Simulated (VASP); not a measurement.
Crystal: MgO.

```xyz
2
Lattice="0.0000 2.1038 2.1038 2.1038 0.0000 2.1038 2.1038 2.1038 0.0000" Properties=species:S:1:pos:R:3 pbc="T T T"
Mg    0.0000    0.0000    0.0000
O     2.1038    2.1038    2.1038
```

Base run:

| Property | Result |
| --- | --- |
| Program | VASP 6.6.1 |
| Functional | r2SCAN |
| Potentials or basis | VASP PAW PBE potentials, release 64 (Mg, O) |
| Cutoff | 520 eV |
| k mesh | 10 × 10 × 10 |
| Occupations | gaussian, width 0.02 eV |
| Spin | no spin polarisation |

Its results: band gap on the k mesh 5.64 eV, direct; pressure -1.5 GPa.

The run is repeated on the same cell with these changes: functional from r2SCAN to PBEsol. What comes out?

Band gap on the k mesh 4.66 eV, direct; pressure 0.2 GPa.

r2SCAN gives the wider gap, since meta-GGAs in the generalised Kohn-Sham scheme recover part of the derivative discontinuity.

Caveats: the PAW data sets were made with another functional, which shifts forces and pressure a little.

Not every run made on this cell is shown here.
